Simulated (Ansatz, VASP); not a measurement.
# Cross-check of BaC2 between VASP and Ansatz

One calculation is typed for both programs; each brings its own data sets. How far apart do they land? The cell is taken from a series of runs on this material, whose earlier steps may have relaxed, scaled, displaced or heated it; both programs get it as it stands.

Main program and level: Ansatz 0.2.0; plane waves, with VASP 6.6.1 beside it; zone-centre phonons at PBEsol.

## (1) Starting point

Symmetry: R-3m, No. 166, trigonal system. The conventional cell has a = 5.083 Å, b = 5.083 Å, c = 7.362 Å, α = 90.00°, β = 90.00°, γ = 120.00°. Ba has 14 C at 2.99 to 3.47 Å nearest. Nearest to C lie 4 C at 1.27 to 3.17 Å and 7 Ba at 2.99 to 3.47 Å. Farther neighbours are not listed.

Structure file:

```cif
data_structure
_symmetry_space_group_name_H-M 'P 1'
_symmetry_Int_Tables_number 1
_cell_length_a 3.8257
_cell_length_b 3.8257
_cell_length_c 3.8257
_cell_angle_alpha 83.269
_cell_angle_beta 83.269
_cell_angle_gamma 83.269
_cell_volume 54.92
loop_
_atom_site_label
_atom_site_type_symbol
_atom_site_fract_x
_atom_site_fract_y
_atom_site_fract_z
_atom_site_occupancy
Ba1 Ba 0.00000 0.00000 0.00000 1
C2 C 0.58592 0.58592 0.58592 1
C3 C 0.41408 0.41408 0.41408 1
```

## (2) VASP: zone-centre phonons, PBEsol

Second derivatives magnify differences that forces hide, and they need a tight electronic threshold.

Lines of VASP's logs that name or quote its potential files are left out, and so is its time.

Contents of INCAR:

```
SYSTEM = BaC2
PREC = Accurate
ENCUT = 600
EDIFF = 1E-08
NELM = 120
ISMEAR = 0
SIGMA = 0.01
LREAL = .FALSE.
ALGO = Normal
GGA = PS
NBANDS = 15
LORBIT = 11
LWAVE = .FALSE.
LCHARG = .FALSE.
ISIF = 2
IBRION = 8
LASPH = .TRUE.
GGA_COMPAT = .FALSE.
EFERMI = MIDGAP
KPAR = 2
```

Contents of POSCAR:

```
BaC2
1.0
    2.5416668573      1.4674320443      2.4540292503
   -2.5416668573      1.4674320443      2.4540292503
    0.0000000000     -2.9348640885      2.4540292504
Ba C
1 2
Direct
    0.0000000000      0.0000000000      0.0000000000
    0.5859222677      0.5859222677      0.5859222677
    0.4140777323      0.4140777323      0.4140777323
```

Contents of KPOINTS:

```
Automatic mesh
0
Gamma
6 6 6
0 0 0
```

The projector-augmented-wave data sets are Ba_sv and C (PBE family, release 64).

Started as:

```sh
$ mpirun -np 2 vasp_std
```

Numbers of over 12 decimals in the logs are rounded to 6 here.

What it wrote:

```text
[banner, memory and clock lines left out]
running    2 mpi-ranks, on    1 nodes
 distrk:  each k-point on    1 cores,    2 groups
 distr:  one band on    1 cores,    1 groups

 POSCAR found type information on POSCAR BaC
 POSCAR found :  2 types and       3 ions
|                                                                             |
|               ----> ADVICE to this user running VASP <----                  |
|                                                                             |
|     You enforced a specific xc type in the INCAR file but a different       |
|     [... a line on the potential file left out ...]
|     I HOPE YOU KNOW WHAT YOU ARE DOING!                                     |
|                                                                             |

 LDA part: xc-table for (Slater+PW92), standard interpolation
 POSCAR, INCAR and KPOINTS ok, starting setup
 FFT: planning ... GRIDC
 FFT: planning ... GRID_SOFT
 FFT: planning ... GRID
 WAVECAR not read
 entering main loop
       N       E                     dE             d eps       ncg     rms          rms(c)
DAV:   1     0.810258757261E+02    0.81026E+02   -0.94292E+03   960   0.122E+03
DAV:   2    -0.186617338312E+02   -0.99688E+02   -0.93939E+02  1336   0.209E+02
DAV:   3    -0.232912462178E+02   -0.46295E+01   -0.46148E+01  1405   0.457E+01
DAV:   4    -0.233410653478E+02   -0.49819E-01   -0.49811E-01  1223   0.464E+00
DAV:   5    -0.233421894664E+02   -0.11241E-02   -0.11241E-02  1435   0.506E-01    0.843E+00
DAV:   6    -0.209299746854E+02    0.24122E+01   -0.47492E+00  1149   0.124E+01    0.463E+00
DAV:   7    -0.207716911827E+02    0.15828E+00   -0.12650E+00  1339   0.680E+00    0.192E+00
DAV:   8    -0.207728616367E+02   -0.11705E-02   -0.16325E-01  1156   0.251E+00    0.474E-01
DAV:   9    -0.207679386552E+02    0.49230E-02   -0.39698E-02  1248   0.140E+00    0.160E-01
DAV:  10    -0.207674897440E+02    0.44891E-03   -0.36596E-03  1163   0.425E-01    0.887E-02
DAV:  11    -0.207675407248E+02   -0.50981E-04   -0.86539E-04  1254   0.210E-01    0.459E-02
DAV:  12    -0.207675138630E+02    0.26862E-04   -0.12949E-04  1198   0.819E-02    0.233E-02
DAV:  13    -0.207675141174E+02   -0.25435E-06   -0.54198E-06  1177   0.153E-02    0.112E-02
DAV:  14    -0.207675130769E+02    0.10405E-05   -0.12494E-06  1268   0.854E-03    0.438E-03
DAV:  15    -0.207675128989E+02    0.17796E-06   -0.44781E-07  1227   0.458E-03    0.525E-04
DAV:  16    -0.207675129055E+02   -0.66061E-08   -0.18838E-08  1016   0.971E-04
   1 F= -.20767513E+02 E0= -.20767513E+02  d E =0.000000E+00
 Linear response reoptimize wavefunctions to high precision
DAV:   1    -0.207675129108E+02   -0.52694E-08   -0.19988E-09  1031   0.307E-04
DAV:   2    -0.207675129108E+02   -0.23192E-10   -0.24972E-10   606   0.104E-04
 Linear response DOF=           4
 Linear response progress:
  Degree of freedom:   1/  4
       N       E                     dE             d eps       ncg     rms          rms(c)
RMM:   1    -0.189814597150E+00   -0.18981E+00    0.18831E-01  3804   0.262E+00
RMM:   2    -0.197949458248E+00   -0.81349E-02   -0.24098E-02  3788   0.595E-01    0.831E-02
RMM:   3    -0.198525244264E+00   -0.57579E-03   -0.12599E-03  4266   0.165E-01    0.543E-02
RMM:   4    -0.198776167394E+00   -0.25092E-03   -0.12689E-04  4001   0.721E-02    0.123E-02
RMM:   5    -0.198869493659E+00   -0.93326E-04   -0.10428E-05  4592   0.148E-02    0.584E-03
RMM:   6    -0.198945847390E+00   -0.76354E-04    0.41631E-07  4248   0.635E-03    0.689E-04
RMM:   7    -0.198942746761E+00    0.31006E-05   -0.76002E-07  4660   0.130E-03    0.418E-04
RMM:   8    -0.198947254311E+00   -0.45076E-05   -0.50558E-07  4534   0.565E-04    0.537E-05
RMM:   9    -0.198947001058E+00    0.25325E-06   -0.76145E-08  4736   0.147E-04    0.308E-05
RMM:  10    -0.198946925289E+00    0.75769E-07    0.27572E-08  4685   0.653E-05    0.721E-06
RMM:  11    -0.198947026559E+00   -0.10127E-06    0.57534E-10  4859   0.330E-05    0.271E-06
RMM:  12    -0.198947053953E+00   -0.27393E-07   -0.18783E-08  4728   0.228E-05    0.166E-06
RMM:  13    -0.198947065313E+00   -0.11360E-07   -0.17433E-09  4104   0.203E-05    0.177E-07
RMM:  14    -0.198947066384E+00   -0.10708E-08    0.86107E-09  2890   0.193E-05    0.628E-08
 first order change of Fermi-energy  -0.63517E-07
 force on displaced ion       1 direction 1 :  -2.372   0.000  -0.000
 Linear response progress:
  Degree of freedom:   2/  4
       N       E                     dE             d eps       ncg     rms          rms(c)
RMM:   1    -0.185261145559E+00   -0.18526E+00    0.17464E-01  1782   0.258E+00
RMM:   2    -0.193305864577E+00   -0.80447E-02   -0.23601E-02  1732   0.578E-01    0.872E-02
RMM:   3    -0.193844490327E+00   -0.53863E-03   -0.14843E-03  1982   0.180E-01    0.546E-02
RMM:   4    -0.193953569777E+00   -0.10908E-03   -0.11440E-04  2016   0.548E-02    0.345E-02
RMM:   5    -0.194225663744E+00   -0.27209E-03   -0.27607E-05  1801   0.383E-02    0.511E-03
RMM:   6    -0.194246385182E+00   -0.20721E-04   -0.24943E-06  1935   0.848E-03    0.307E-03
RMM:   7    -0.194294808315E+00   -0.48423E-04   -0.65972E-08  1923   0.362E-03    0.422E-04
RMM:   8    -0.194289933713E+00    0.48746E-05    0.34852E-07  2095   0.805E-04    0.114E-04
RMM:   9    -0.194290727702E+00   -0.79399E-06   -0.17608E-08  2163   0.280E-04    0.221E-05
RMM:  10    -0.194290634265E+00    0.93437E-07   -0.74547E-08  2239   0.103E-04    0.161E-05
RMM:  11    -0.194290666932E+00   -0.32667E-07   -0.21737E-08  2181   0.538E-05    0.245E-06
RMM:  12    -0.194290695241E+00   -0.28309E-07   -0.34780E-08  2233   0.349E-05    0.125E-06
RMM:  13    -0.194290702718E+00   -0.74767E-08    0.76754E-09  2034   0.299E-05    0.176E-07
 first order change of Fermi-energy  -0.14709E-03
 force on displaced ion       1 direction 3 :   0.000  -0.000  -2.167
 Linear response progress:
  Degree of freedom:   3/  4
       N       E                     dE             d eps       ncg     rms          rms(c)
RMM:   1    -0.115572424187E+00   -0.11557E+00    0.15914E-02  6979   0.162E+00
RMM:   2    -0.114819056186E+00    0.75337E-03   -0.37771E-03  5797   0.311E-01    0.203E-01
RMM:   3    -0.114955517508E+00   -0.13646E-03   -0.93402E-04  6097   0.150E-01    0.103E-01
RMM:   4    -0.115602755524E+00   -0.64724E-03   -0.50503E-04  6026   0.111E-01    0.238E-02
RMM:   5    -0.115490345143E+00    0.11241E-03   -0.55514E-05  7027   0.284E-02    0.266E-03
RMM:   6    -0.115499013046E+00   -0.86679E-05   -0.35364E-06  7540   0.683E-03    0.117E-03
RMM:   7    -0.115490450905E+00    0.85621E-05   -0.13042E-07  7654   0.215E-03    0.382E-04
RMM:   8    -0.115494254515E+00   -0.38036E-05   -0.10400E-06  7992   0.776E-04    0.846E-05
RMM:   9    -0.115493835132E+00    0.41938E-06   -0.12258E-07  8249   0.242E-04    0.236E-05
RMM:  10    -0.115493881684E+00   -0.46552E-07   -0.16465E-07  8708   0.781E-05    0.103E-05
RMM:  11    -0.115493884847E+00   -0.31624E-08    0.47554E-09  8357   0.311E-05    0.185E-06
 first order change of Fermi-energy   0.50967E-02
 force on displaced ion       2 direction 1 :  -2.614  -0.001  -0.001
 Linear response progress:
  Degree of freedom:   4/  4
       N       E                     dE             d eps       ncg     rms          rms(c)
RMM:   1    -0.146187542642E+00   -0.14619E+00    0.10876E-01  2205   0.219E+00
RMM:   2    -0.140331929637E+00    0.58556E-02   -0.85785E-03  1605   0.514E-01    0.412E-01
RMM:   3    -0.136604631720E+00    0.37273E-02   -0.98320E-03  1660   0.434E-01    0.178E-01
RMM:   4    -0.136956660149E+00   -0.35203E-03   -0.10271E-03  1767   0.145E-01    0.868E-02
RMM:   5    -0.137256724232E+00   -0.30006E-03   -0.86501E-05  1789   0.443E-02    0.369E-02
RMM:   6    -0.137468180399E+00   -0.21146E-03   -0.16536E-05  1843   0.215E-02    0.431E-03
RMM:   7    -0.137460080314E+00    0.81001E-05   -0.33732E-06  1942   0.751E-03    0.177E-03
RMM:   8    -0.137461748240E+00   -0.16679E-05    0.21826E-07  2003   0.276E-03    0.380E-04
RMM:   9    -0.137462341023E+00   -0.59278E-06    0.57642E-07  2148   0.808E-04    0.165E-04
RMM:  10    -0.137462610355E+00   -0.26933E-06   -0.46162E-07  2079   0.312E-04    0.356E-05
RMM:  11    -0.137462517495E+00    0.92860E-07    0.31899E-08  2231   0.106E-04    0.152E-05
RMM:  12    -0.137462541285E+00   -0.23790E-07   -0.14987E-07  2214   0.468E-05    0.431E-06
RMM:  13    -0.137462531426E+00    0.98591E-08   -0.90415E-08  2214   0.273E-05    0.130E-06
 first order change of Fermi-energy  -0.12718E+01
 force on displaced ion       2 direction 3 :   0.000  -0.000 -74.575
 Linear response finished
```

OUTCAR, selected parts (step 2):

```text
ion  position               nearest neighbor table
   1  0.000  0.000  0.000-   2 2.99   2 2.99   3 2.99   3 2.99   2 2.99   3 2.99   3 3.05   2 3.05

  LATTYP: Found a trigonal (rhomboedric) cell.
 ALAT       =     3.8256616133
 COS(alpha) =     0.1172166348

 Subroutine GETGRP returns: Found 12 space group operations
 (whereof 12 operations were pure point group operations)

The static configuration has the point symmetry D_3d.

 Found     32 irreducible k-points:

   k-points           NKPTS =     32   k-points in BZ     NKDIM =     32   number of bands    NBANDS=     15

   dimension x,y,z NGX =    32 NGY =   32 NGZ =   32
   dimension x,y,z NGXF=    64 NGYF=   64 NGZF=   64

   ENCUT  =  600.0 eV  44.10 Ry    6.64 a.u.   7.64  7.64  7.64*2*pi/ulx,y,z

   NELECT =      18.0000    total number of electrons

 k-points in reciprocal lattice and weights: Automatic mesh
   0.00000000  0.00000000  0.00000000       0.005
   0.16666667  0.00000000  0.00000000       0.028
   0.33333333  0.00000000  0.00000000       0.028
   0.50000000  0.00000000  0.00000000       0.014
   0.16666667  0.16666667  0.00000000       0.028
   0.33333333  0.16666667  0.00000000       0.056
   0.50000000  0.16666667  0.00000000       0.056
  -0.33333333  0.16666667  0.00000000       0.056
  -0.16666667  0.16666667  0.00000000       0.028
[...]
-0.33333333  0.50000000  0.33333333       0.028
   0.50000000  0.50000000  0.50000000       0.005

 average (electrostatic) potential at core
       1 -36.2814       2 -50.6424       3 -50.6424

  Total        0.3913555      0.3913555      0.4535325      0.0000000     -0.0000000      0.0000000
  in kB       11.4175879     11.4175879     13.2315695      0.0000000     -0.0000000      0.0000000
  external PRESSURE =      12.0222485 kB  Pullay stress =       0.0000000 kB

  energy-cutoff  :      600.00
  volume of cell :       54.92
      direct lattice vectors                 reciprocal lattice vectors
     2.541666857  1.467432044  2.454029250     0.196721297  0.113577094  0.135831035
    -2.541666857  1.467432044  2.454029250    -0.196721297  0.113577094  0.135831035
     0.000000000 -2.934864088  2.454029250     0.000000000 -0.227154187  0.135831035

 POSITION                                       TOTAL-FORCE (eV/Angst)
 -----------------------------------------------------------------------------------
      0.00000      0.00000      0.00000        -0.000000      0.000000     -0.000000
      0.00000      0.00000      4.31361         0.000000      0.000000      0.074971
      0.00000      0.00000      3.04848         0.000000     -0.000000     -0.074971
 -----------------------------------------------------------------------------------
    total drift:                                0.000000     -0.000000      0.000000

 Eigenvectors and eigenvalues of the dynamical matrix
 ----------------------------------------------------

   1 f  =   54.891473 THz   344.893297 2PiTHz 1830.982456 cm-1   227.012790 meV
             X         Y         Z           dx          dy          dz
      0.000000  0.000000  0.000000     0.000000    0.000000   -0.000000
      0.000000  0.000000  4.313611     0.000000   -0.000000   -0.707107
      0.000000  0.000000  3.048477    -0.000000    0.000000    0.707107

   2 f  =    9.067807 THz    56.974710 2PiTHz  302.469477 cm-1    37.501419 meV
             X         Y         Z           dx          dy          dz
      0.000000  0.000000  0.000000    -0.000000    0.000000    0.000000
      0.000000  0.000000  4.313611    -0.000000   -0.707107    0.000000
      0.000000  0.000000  3.048477     0.000000    0.707107   -0.000000

   3 f  =    9.067807 THz    56.974710 2PiTHz  302.469477 cm-1    37.501419 meV
             X         Y         Z           dx          dy          dz
      0.000000  0.000000  0.000000     0.000000    0.000000    0.000000
      0.000000  0.000000  4.313611     0.707107   -0.000000   -0.000000
      0.000000  0.000000  3.048477    -0.707107    0.000000   -0.000000

   4 f  =    5.325920 THz    33.463740 2PiTHz  177.653554 cm-1    22.026224 meV
             X         Y         Z           dx          dy          dz
      0.000000  0.000000  0.000000     0.000000    0.385789   -0.000000
      0.000000  0.000000  4.313611    -0.000000   -0.652368    0.000000
      0.000000  0.000000  3.048477    -0.000000   -0.652368    0.000000

   5 f  =    5.325920 THz    33.463740 2PiTHz  177.653554 cm-1    22.026224 meV
             X         Y         Z           dx          dy          dz
      0.000000  0.000000  0.000000    -0.385789    0.000000   -0.000000
      0.000000  0.000000  4.313611     0.652368   -0.000000    0.000000
      0.000000  0.000000  3.048477     0.652368   -0.000000    0.000000

   6 f  =    5.067317 THz    31.838892 2PiTHz  169.027501 cm-1    20.956730 meV
             X         Y         Z           dx          dy          dz
      0.000000  0.000000  0.000000     0.000000   -0.000000   -0.387549
      0.000000  0.000000  4.313611    -0.000000    0.000000    0.651846
      0.000000  0.000000  3.048477    -0.000000    0.000000    0.651846

   7 f/i=    0.000369 THz     0.002316 2PiTHz    0.012294 cm-1     0.001524 meV
             X         Y         Z           dx          dy          dz
      0.000000  0.000000  0.000000    -0.776040    0.498929   -0.000000
      0.000000  0.000000  4.313611    -0.229462    0.147525   -0.000000
      0.000000  0.000000  3.048477    -0.229462    0.147525   -0.000000

   8 f/i=    0.000369 THz     0.002316 2PiTHz    0.012294 cm-1     0.001524 meV
             X         Y         Z           dx          dy          dz
      0.000000  0.000000  0.000000    -0.498929   -0.776040    0.000000
      0.000000  0.000000  4.313611    -0.147525   -0.229462    0.000000
      0.000000  0.000000  3.048477    -0.147525   -0.229462    0.000000

   9 f/i=    0.009321 THz     0.058568 2PiTHz    0.310927 cm-1     0.038550 meV
             X         Y         Z           dx          dy          dz
      0.000000  0.000000  0.000000     0.000000    0.000000    0.921849
      0.000000  0.000000  4.313611     0.000000    0.000000    0.274039
      0.000000  0.000000  3.048477     0.000000    0.000000    0.274039

 ELASTIC MODULI CONTR FROM IONIC RELAXATION (kBar)
 Direction    XX          YY          ZZ          XY          YZ          ZX
 --------------------------------------------------------------------------------
 XX          -3.2745     -1.1021     81.4970     -0.0000    -10.9522     -0.0000
 YY          -1.1021     -3.2745     81.4970     -0.0000     10.9522     -0.0000
 ZZ          81.4970     81.4970  -3035.0661      0.0000     -0.0000      0.0000
 XY          -0.0000     -0.0000      0.0000     -1.0862      0.0000     -9.8865
 YZ         -10.9522     10.9522     -0.0000      0.0000   -110.4318      0.0000
 ZX          -0.0000     -0.0000      0.0000     -9.8865      0.0000    -89.9859
 --------------------------------------------------------------------------------
```

Harder data sets than Ba_sv exist (the GW ones), and pressures, volumes and forces can shift noticeably with them.

[end of part 1 of 2]

[Lines on the potential files, build, host, timing and source positions are cut from VASP's logs without a mark.]

[Logs are printed without paths, hosts, clocks, repeated set-up lines and the standing remarks that a program may print on its own settings, such as how far it seeks lower states.]

[Hosts, paths, dates, database ids (printed as entryN), source tags and the programs' standing remarks are cut or masked in the printed files.]
